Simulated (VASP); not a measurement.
SnO₂ (rutile):

```yaml
crystal:
  lattice:
    - [4.74000, 0.00000, 0.00000]
    - [0.00000, 4.74000, 0.00000]
    - [0.00000, 0.00000, 3.19000]
  atoms:
    - { symbol: Sn, position: [0.00000, 0.00000, 0.00000] }
    - { symbol: Sn, position: [0.50000, 0.50000, 0.50000] }
    - { symbol: O, position: [0.30700, 0.30700, 0.00000] }
    - { symbol: O, position: [0.80700, 0.19300, 0.50000] }
    - { symbol: O, position: [0.19300, 0.80700, 0.50000] }
    - { symbol: O, position: [0.69300, 0.69300, 0.00000] }
```

The lowest empty band near Γ, direction in plane, from mBJ (TB09) with spin-orbit coupling in VASP (PAW); its two spin partners are averaged. The gap over the points computed is 3.15 eV, and the next band on that side lies 5.02 eV away at the edge.

Run with 520 eV cut-off, 5×5×8 Γ-centred mesh, Gaussian smearing of 0.050 eV, potentials Sn_d O.

```tsv
distance from the edge in k (1/Å)	distance in energy (meV)
0.018	3.9
0.025	7.4
0.035	14.6
0.050	29.6
0.070	57.8
```

Q: Fit E(1 + αE) = ħ²k²/2m* (ħ²/2m0 = 3.810 eV Å²) and predict the row at 0.095 1/Å.

A: The rows don't resolve α, so a parabola serves: the electron mass is m* = 0.323 m0, and so 106.6 meV. The run gave 105.4 meV, -1.2 meV from the fit.

Left out are points under 3 meV from the edge, since the levels carry 0.1 meV, and points farther than half the way to the next band.

The compound is SnO2 in the rutile structure. The cell was not relaxed at this level.
